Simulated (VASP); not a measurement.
Computed with PBE GGA, VASP's PBE PAW potentials (set 64) (plane waves; VASP).

A VASP calculation is set up with these files.

INCAR:
```
# general
SYSTEM   =  SnO2
PREC     =  Accurate
ENCUT    =  480
LREAL    =  F   # projection in real space or not
LASPH    =  T   # aspherical one-centre terms

# electronic loop
EDIFF    =  1E-6   # SCF stop (eV)
NELM     =  100   # most electronic steps
ALGO     =  Normal
LMAXMIX  =  4

# smearing
ISMEAR   =  0
SIGMA    =  0.05   # width (eV)

# functional
GGA      =  PE

# ions
IBRION   =  2
NSW      =  60
ISIF     =  3
EDIFFG   =  -0.01   # ionic stop

# output
LWAVE    =  F
LCHARG   =  F
```

**POSCAR**
```
SnO2
1.0
  4.7400000000   0.0000000000   0.0000000000
  0.0000000000   4.7400000000   0.0000000000
  0.0000000000   0.0000000000   3.1900000000
Sn O
2 4
Direct
  0.0000000000   0.0000000000   0.0000000000
  0.5000000000   0.5000000000   0.5000000000
  0.3070000000   0.3070000000   0.0000000000
  0.8070000000   0.1930000000   0.5000000000
  0.1930000000   0.8070000000   0.5000000000
  0.6930000000   0.6930000000   0.0000000000
```

**KPOINTS**
```
Automatic mesh
0
Gamma
5 5 8
0 0 0
```

POTCAR, in this order: Sn O (PBE.64 set). Program: vasp_std.

Output of the run:

### OSZICAR
```
       N       E                     dE             d eps       ncg     rms          rms(c)
DAV:   1     0.172867372510E+03    0.17287E+03   -0.15945E+04  1208   0.136E+03
DAV:   2    -0.342470596956E+02   -0.20711E+03   -0.20078E+03  1640   0.296E+02
DAV:   3    -0.440096947427E+02   -0.97626E+01   -0.96968E+01  1432   0.699E+01
DAV:   4    -0.441139238137E+02   -0.10423E+00   -0.10401E+00  1432   0.783E+00
DAV:   5    -0.441156905964E+02   -0.17668E-02   -0.17664E-02  1404   0.956E-01    0.167E+01
DAV:   6    -0.376859190983E+02    0.64298E+01   -0.28565E+01  1312   0.351E+01    0.631E+00
DAV:   7    -0.375269990950E+02    0.15892E+00   -0.57097E-01  1324   0.584E+00    0.338E+00
DAV:   8    -0.374193470483E+02    0.10765E+00   -0.95150E-02  1376   0.302E+00    0.299E-01
DAV:   9    -0.374183637759E+02    0.98327E-03   -0.92896E-03  1472   0.642E-01    0.166E-01
DAV:  10    -0.374188049306E+02   -0.44115E-03   -0.52950E-04  1336   0.173E-01    0.247E-02
DAV:  11    -0.374188145490E+02   -0.96184E-05   -0.60624E-05  1380   0.558E-02    0.849E-03
DAV:  12    -0.374188119781E+02    0.25709E-05   -0.63663E-06  1340   0.197E-02    0.208E-03
DAV:  13    -0.374188120633E+02   -0.85206E-07   -0.52415E-07   752   0.554E-03
   1 F= -.37418812E+02 E0= -.37418812E+02  d E =-.374188E+02
       N       E                     dE             d eps       ncg     rms          rms(c)
DAV:   1    -0.396380809063E+02   -0.22193E+01   -0.55447E+01  1260   0.624E+01    0.117E+01
DAV:   2    -0.374082255371E+02    0.22299E+01   -0.10922E+01  1220   0.234E+01    0.178E+00
DAV:   3    -0.373471824222E+02    0.61043E-01   -0.20725E-01  1256   0.365E+00    0.119E+00
DAV:   4    -0.373107010451E+02    0.36481E-01   -0.52664E-02  1380   0.148E+00    0.273E-01
DAV:   5    -0.373094674896E+02    0.12336E-02   -0.55735E-03  1384   0.461E-01    0.771E-02
DAV:   6    -0.373095305924E+02   -0.63103E-04   -0.86897E-04  1512   0.188E-01    0.424E-02
DAV:   7    -0.373095026950E+02    0.27897E-04   -0.12750E-04  1340   0.740E-02    0.735E-03
DAV:   8    -0.373095042125E+02   -0.15175E-05   -0.32959E-06  1172   0.142E-02    0.470E-03
DAV:   9    -0.373095042687E+02   -0.56242E-07   -0.27802E-06  1120   0.103E-02
   2 F= -.37309504E+02 E0= -.37309424E+02  d E =0.109308E+00
       N       E                     dE             d eps       ncg     rms          rms(c)
DAV:   1    -0.383407457649E+02   -0.10312E+01   -0.20210E+01  1252   0.393E+01    0.691E+00
DAV:   2    -0.375666463933E+02    0.77410E+00   -0.36942E+00  1216   0.134E+01    0.118E+00
DAV:   3    -0.375467028878E+02    0.19944E-01   -0.76468E-02  1320   0.216E+00    0.700E-01
DAV:   4    -0.375347314559E+02    0.11971E-01   -0.14978E-02  1344   0.835E-01    0.140E-01
DAV:   5    -0.375344752249E+02    0.25623E-03   -0.12823E-03  1392   0.241E-01    0.535E-02
DAV:   6    -0.375345224100E+02   -0.47185E-04   -0.30281E-04  1360   0.113E-01    0.256E-02
DAV:   7    -0.375345115443E+02    0.10866E-04   -0.46717E-05  1328   0.460E-02    0.486E-03
DAV:   8    -0.375345117393E+02   -0.19495E-06   -0.98757E-07   764   0.778E-03
   3 F= -.37534512E+02 E0= -.37534512E+02  d E =-.115700E+00
       N       E                     dE             d eps       ncg     rms          rms(c)
DAV:   1    -0.375346782743E+02   -0.16673E-03   -0.38641E-03  1272   0.537E-01    0.954E-02
DAV:   2    -0.375345330440E+02    0.14523E-03   -0.70342E-04  1264   0.188E-01    0.157E-02
DAV:   3    -0.375345301847E+02    0.28593E-05   -0.13515E-05  1304   0.289E-02    0.955E-03
DAV:   4    -0.375345291963E+02    0.98834E-06   -0.26781E-06  1120   0.114E-02
   4 F= -.37534529E+02 E0= -.37534529E+02  d E =-.115717E+00
       N       E                     dE             d eps       ncg     rms          rms(c)
DAV:   1    -0.375371298282E+02   -0.25996E-02   -0.23570E-01  1200   0.409E+00    0.290E-01
DAV:   2    -0.375363663909E+02    0.76344E-03   -0.71562E-03  1360   0.641E-01    0.135E-01
DAV:   3    -0.375359711148E+02    0.39528E-03   -0.42680E-04  1400   0.175E-01    0.474E-02
DAV:   4    -0.375359138682E+02    0.57247E-04   -0.12588E-04  1400   0.930E-02    0.881E-03
DAV:   5    -0.375359136089E+02    0.25933E-06   -0.10996E-05  1328   0.255E-02    0.574E-03
DAV:   6    -0.375359132912E+02    0.31768E-06   -0.67465E-07   736   0.823E-03
   5 F= -.37535913E+02 E0= -.37535913E+02  d E =-.138409E-02
       N       E                     dE             d eps       ncg     rms          rms(c)
DAV:   1    -0.375361331555E+02   -0.21955E-03   -0.23755E-02  1200   0.130E+00    0.925E-02
DAV:   2    -0.375360538151E+02    0.79340E-04   -0.72701E-04  1360   0.204E-01    0.429E-02
DAV:   3    -0.375360139213E+02    0.39894E-04   -0.43041E-05  1392   0.556E-02    0.152E-02
DAV:   4    -0.375360081132E+02    0.58081E-05   -0.13078E-05  1400   0.300E-02    0.282E-03
DAV:   5    -0.375360079595E+02    0.15369E-06   -0.10839E-06   720   0.829E-03
   6 F= -.37536008E+02 E0= -.37536008E+02  d E =-.147876E-02
       N       E                     dE             d eps       ncg     rms          rms(c)
DAV:   1    -0.375360090600E+02   -0.94674E-06   -0.16528E-04  1232   0.109E-01    0.732E-03
DAV:   2    -0.375360086012E+02    0.45879E-06   -0.50963E-06  1288   0.171E-02
   7 F= -.37536009E+02 E0= -.37536009E+02  d E =-.147940E-02
       N       E                     dE             d eps       ncg     rms          rms(c)
DAV:   1    -0.375360099770E+02   -0.91706E-06   -0.63550E-04  1216   0.212E-01    0.161E-02
DAV:   2    -0.375360072426E+02    0.27344E-05   -0.18981E-05  1364   0.330E-02    0.771E-03
DAV:   3    -0.375360059119E+02    0.13306E-05   -0.12641E-06   724   0.101E-02    0.256E-03
DAV:   4    -0.375360057607E+02    0.15128E-06   -0.51573E-07   672   0.623E-03
   8 F= -.37536006E+02 E0= -.37536006E+02  d E =-.147656E-02
       N       E                     dE             d eps       ncg     rms          rms(c)
DAV:   1    -0.375360870205E+02   -0.81109E-04   -0.14794E-02  1200   0.103E+00    0.626E-02
DAV:   2    -0.375360441200E+02    0.42900E-04   -0.41229E-04  1384   0.157E-01    0.207E-02
DAV:   3    -0.375360379122E+02    0.62079E-05   -0.13613E-05  1336   0.276E-02    0.945E-03
DAV:   4    -0.375360354021E+02    0.25101E-05   -0.31754E-06  1100   0.148E-02    0.239E-03
DAV:   5    -0.375360350867E+02    0.31535E-06   -0.54247E-07   676   0.588E-03
   9 F= -.37536035E+02 E0= -.37536035E+02  d E =-.293261E-04
```

File OUTCAR:
```
------------------------ aborting loop because EDIFF is reached ----------------------------------------
  FORCE on cell =-STRESS in cart. coord.  units (eV):
  Direction    XX          YY          ZZ          XY          YZ          ZX
  --------------------------------------------------------------------------------------
  Total       -0.0367654     -0.0367654     -0.0324636     -0.0000000      0.0000000      0.0000000
  in kB       -0.7824112     -0.7824112     -0.6908637     -0.0000000      0.0000000      0.0000000
  external PRESSURE =      -0.7518953 kB  Pullay stress =       0.0000000 kB
  volume of cell :       75.29
      direct lattice vectors                 reciprocal lattice vectors
     4.822379759  0.000000000  0.000000000     0.207366497 -0.000000000  0.000000000
     0.000000000  4.822379759  0.000000000    -0.000000000  0.207366497  0.000000000
     0.000000000  0.000000000  3.237363948     0.000000000  0.000000000  0.308893290
 POSITION                                       TOTAL-FORCE (eV/Angst)
 -----------------------------------------------------------------------------------
      0.00000      4.82238      0.00000         0.000000      0.000000      0.000000
      2.41119      2.41119      1.61868         0.000000      0.000000      0.000000
      1.47805      1.47805      0.00000        -0.002104     -0.002104     -0.000000
      3.88924      0.93313      1.61868        -0.002104      0.002104      0.000000
      0.93313      3.88924      1.61868         0.002104     -0.002104     -0.000000
      3.34432      3.34432      3.23736         0.002104      0.002104      0.000000
 -----------------------------------------------------------------------------------
    total drift:                                0.000000      0.000000      0.000000
  FREE ENERGIE OF THE ION-ELECTRON SYSTEM (eV)
  ---------------------------------------------------
  free  energy   TOTEN  =       -37.5360350867 eV

  energy  without entropy=      -37.5360350867  energy(sigma->0) =      -37.53603509

 reached required accuracy - stopping structural energy minimisation
```
(Selected blocks of OUTCAR.)

### CONTCAR
```
SnO2
   1.00000000000000
     4.8223797585458339    0.0000000000000000    0.0000000000000000
     0.0000000000000000    4.8223797585458339    0.0000000000000000
     0.0000000000000000    0.0000000000000000    3.2373639475870912
  Sn              O
     2     4
Direct
     0.0000000000000000    1.0000000000000000    0.0000000000000000
     0.5000000000000000    0.5000000000000000    0.5000000000000000
     0.3064990839214965    0.3064990839214965    0.0000000000000000
     0.8064990839214964    0.1935009160785036    0.5000000000000000
     0.1935009160785036    0.8064990839214964    0.5000000000000000
     0.6935009160785036    0.6935009160785036    1.0000000000000000
```

**OUTCAR**
```
 val. band max:        3.6914312427   @ k =   0.0000   0.0000   0.0000

 cond. band min:       4.3584894408   @ k =   0.0000   0.0000   0.0000


 Fermi energy:         3.9679101337

 k-point     1 :       0.0000    0.0000    0.0000
  band No.  band energies     occupation
      1     -15.1134      2.00000
      2     -13.2726      2.00000
      3     -13.2726      2.00000
      4     -12.6542      2.00000
      5      -4.3737      2.00000
      6      -0.2384      2.00000
      7      -0.2384      2.00000
      8      -0.1164      2.00000
      9       0.7362      2.00000
     10       1.6138      2.00000
     11       1.6911      2.00000
     12       2.3782      2.00000
     13       2.3782      2.00000
     14       2.9382      2.00000
     15       2.9382      2.00000
     16       3.6914      2.00000
     17       4.3585      0.00000
     18       9.3661      0.00000
     19       9.7280      0.00000
     20       9.7280      0.00000

 k-point     2 :       0.2000    0.0000    0.0000
  band No.  band energies     occupation
      1     -14.9895      2.00000
      2     -13.5673      2.00000
      3     -13.1858      2.00000
      4     -12.6200      2.00000
      5      -4.0982      2.00000
      6      -0.9440      2.00000
      7      -0.0719      2.00000
      8       0.0220      2.00000
      9       0.9485      2.00000
     10       1.4521      2.00000
     11       1.8733      2.00000
     12       2.1988      2.00000
     13       2.3910      2.00000
     14       2.4172      2.00000
     15       2.9601      2.00000
     16       3.5067      2.00000
     17       5.3366      0.00000
     18       9.0277      0.00000
     19       9.9081      0.00000
     20      10.0426      0.00000

 k-point     3 :       0.4000    0.0000    0.0000
  band No.  band energies     occupation
      1     -14.6359      2.00000
      2     -14.1174      2.00000
      3     -12.9650      2.00000
      4     -12.7256      2.00000
      5      -3.3201      2.00000
...
```

Energy and stress use the plane-wave basis of the starting cell. Unless said otherwise, spin-orbit coupling is left out, though it shifts the bands of the heavy elements here.

The compound is SnO2 in the rutile structure. This run relaxes it. Symmetry was kept, so distortions that lower it aren't found.
